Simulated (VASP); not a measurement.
These are LDA (Ceperley-Alder, Perdew-Zunger), VASP's LDA PAW potentials (set 64) (plane waves; VASP) values and carry that method's errors.

VASP input:

KPOINTS:
```
Automatic mesh
0
Gamma
7 7 4
0 0 0
```

**POSCAR**
```
MgI2
1
    1.8973726780    -3.2863448477     0.0000000000
    1.8973726780     3.2863448477     0.0000000000
   -0.0000000000     0.0000000000     6.0861792820
Mg I
1 2
Direct
  0.0000000000   0.0000000000   0.0000000000
  0.3333330000   0.6666670000   0.2713950740
  0.6666670000   0.3333330000   0.7286049260
```

**INCAR**
```
# general
SYSTEM   =  MgI2
PREC     =  Accurate
ENCUT    =  500
LREAL    =  .FALSE.   # projection in real space or not
LASPH    =  .TRUE.

# electronic loop
EDIFF    =  1E-6
NELM     =  100
ALGO     =  Normal   # blocked Davidson
LMAXMIX  =  4

# smearing
ISMEAR   =  0
SIGMA    =  0.05

# ions
IBRION   =  2   # conjugate gradients
NSW      =  40   # most ionic steps
ISIF     =  3   # ions, shape and volume
EDIFFG   =  -0.02   # ionic stop
PSTRESS  =  200   # kbar

# output
LWAVE    =  .FALSE.
LCHARG   =  .FALSE.
```

POTCAR, in this order: Mg I (LDA.64 set). Program: vasp_std.

Energy and stress use the plane-wave basis of the starting cell.

**Question.** Predict the energy per atom (σ→0), volume per atom.

**Answer.** 
```yaml
energy per atom (σ→0): -2.632 eV/atom
volume_per_atom: 22.66 Å^3/atom
```

File OSZICAR:
```
...
DAV:   3    -0.789444855596E+01    0.68006E-06   -0.85258E-07   452   0.714E-03
   7 F= 0.58950930E+00 E0= 0.58950930E+00  d E =-.212630E-01
       N       E                     dE             d eps       ncg     rms          rms(c)
DAV:   1    -0.789752696220E+01   -0.30777E-02   -0.80848E-03   732   0.528E-01    0.586E-02
DAV:   2    -0.789742263087E+01    0.10433E-03   -0.25222E-04   772   0.120E-01    0.303E-02
DAV:   3    -0.789736572119E+01    0.56910E-04   -0.11893E-04   796   0.691E-02    0.797E-03
DAV:   4    -0.789736610765E+01   -0.38645E-06   -0.85786E-06   764   0.191E-02
   8 F= 0.58936641E+00 E0= 0.58936641E+00  d E =-.142894E-03
```

The compound is MgI2 in the 1T layered structure. This run relaxes it under an external pressure of 20 GPa. Symmetry was kept, so distortions that lower it aren't found.
